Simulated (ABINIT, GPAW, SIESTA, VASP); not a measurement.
# One calculation of MoN2, 4 ways

```
CELL_PARAMETERS angstrom
4.34805 0.00000 0.00000
0.00000 4.34805 0.00000
0.00000 0.00000 2.76746
ATOMIC_POSITIONS crystal
Mo 0.00000 0.00000 0.00000
Mo 0.50000 0.50000 0.00000
N 0.61165 0.88835 0.50000
N 0.38835 0.11165 0.50000
N 0.11165 0.61165 0.50000
N 0.88835 0.38835 0.50000
```

Measurements of this composition are mostly on another form, of space group No. 160.

Alike in all runs: task single point; functional PBEsol; k mesh 6 × 6 × 10; occupations fermi-dirac, width 0.05 eV; no spin polarisation; no spin-orbit coupling. A missing gap at this level doesn't show that the real crystal is a metal. Pressure is positive in compression and, in plane waves, holds the error of the finite cutoff.

| program and potentials | plane-wave cutoff (eV) | notes | band gap (eV) | pressure (GPa) | largest force (eV/Å) |
| --- | --- | --- | --- | --- | --- |
| ABINIT, PseudoDojo NC SR PBEsol v0.4.1 standard | 1143 | - | no gap | -13.19 | 0.231 |
| VASP, PBE PAW files Mo_sv, N, 520 eV | 520 | potentials made for PBE | no gap | -13.54 | 0.157 |
| SIESTA, files PseudoDojo sr-pbesol-0.4.1-standard, DZP (energy shift 0.003 Ry; two zetas on semicore shells) | - | atomic basis | no gap | -4.28 | 0.490 |
| GPAW, PAW data sets generated for this functional | 800 | - | no gap | -15.60 | 0.026 |

Force on atom 3 (N), eV/Å:

```csv
program and potentials,x,y,z
"ABINIT, PseudoDojo NC SR PBEsol v0.4.1 standard",0.163,-0.163,0.000
"VASP, PBE PAW files Mo_sv, N, 520 eV",0.111,-0.111,0.000
"SIESTA, files PseudoDojo sr-pbesol-0.4.1-standard, DZP (energy shift 0.003 Ry; two zetas on semicore shells)",0.346,-0.346,0.000
"GPAW, PAW data sets generated for this functional",0.018,-0.018,0.000
```

None finds a gap. The pressure spans -15.60 (GPAW, PAW data sets generated for this functional) to -4.28 GPa (SIESTA, files PseudoDojo sr-pbesol-0.4.1-standard, DZP (energy shift 0.003 Ry; two zetas on semicore shells)). The cell lies far from this level's equilibrium. The pressure on the cell as given of SIESTA, files PseudoDojo sr-pbesol-0.4.1-standard, DZP (energy shift 0.003 Ry; two zetas on semicore shells) lies far from the others; the cause wasn't traced. Rows in atomic bases carry the error of their basis and grid, which can be large.

Differences between rows come from potentials, basis sets and numerical settings, since the functional is the same but for its coding. Runs on potential files found faulty are left out.
